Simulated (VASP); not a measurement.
Computed with PBEsol GGA, VASP's PBE PAW potentials (set 64) (plane waves; VASP).

VASP ran on this input.

**KPOINTS**
```
Automatic mesh
0
Gamma
7 7 7
0 0 0
```

**INCAR**
```
! general
SYSTEM =CdS
PREC   =Accurate
ENCUT  =400
LREAL  =.FALSE.
LASPH  =.TRUE.

! electronic loop
EDIFF  =1E-6
NELM   =100
ALGO   =Normal
LMAXMIX=4

! smearing
ISMEAR =0
SIGMA  =0.05

! functional
GGA    =PS

! ions
IBRION =2
NSW    =60
ISIF   =3
EDIFFG =-0.01

! output
LWAVE  =.FALSE.
LCHARG =.FALSE.
```

File POSCAR:
```
CdS
1
    0.0000000000     2.8752040000     2.8752040000
    2.8752040000     0.0000000000     2.8752040000
    2.8752040000     2.8752040000     0.0000000000
Cd S
1 1
Direct
  0.0000000000   0.0000000000   0.0000000000
  0.2500000000   0.2500000000   0.2500000000
```

POTCAR, in this order: Cd S (PBE.64 set). Program: vasp_std.

Energy and stress use the plane-wave basis of the starting cell.

**Question.** Predict the energy per atom (σ→0), volume per atom, band gap (on the k-mesh).

**Answer.** 
| Property | Result |
|---|---|
| energy per atom (σ→0) | -3.403 eV/atom |
| band gap (on the k-mesh) | 1.02 eV |
| volume per atom | 24.68 Å³/atom |

File OSZICAR:
```
...
DAV:   1    -0.686444175611E+01   -0.61716E-01   -0.11714E+00   560   0.149E+01    0.176E+00
DAV:   2    -0.681144961175E+01    0.52992E-01   -0.13559E-01   575   0.617E+00    0.622E-01
DAV:   3    -0.680643821847E+01    0.50114E-02   -0.15121E-02   555   0.145E+00    0.511E-01
DAV:   4    -0.680601344641E+01    0.42477E-03   -0.84697E-04   525   0.345E-01    0.109E-01
DAV:   5    -0.680597734157E+01    0.36105E-04   -0.14668E-04   635   0.203E-01    0.421E-02
DAV:   6    -0.680598241144E+01   -0.50699E-05   -0.25637E-05   540   0.645E-02    0.158E-02
DAV:   7    -0.680598256769E+01   -0.15625E-06   -0.14691E-06   418   0.874E-03
   3 F= -.68059826E+01 E0= -.68059826E+01  d E =-.145314E-01
```

The structure was generated: CdS was put into the zinc blende type (F-43m), which need not be its known phase. This run relaxes it. Symmetry was kept, so distortions that lower it aren't found.
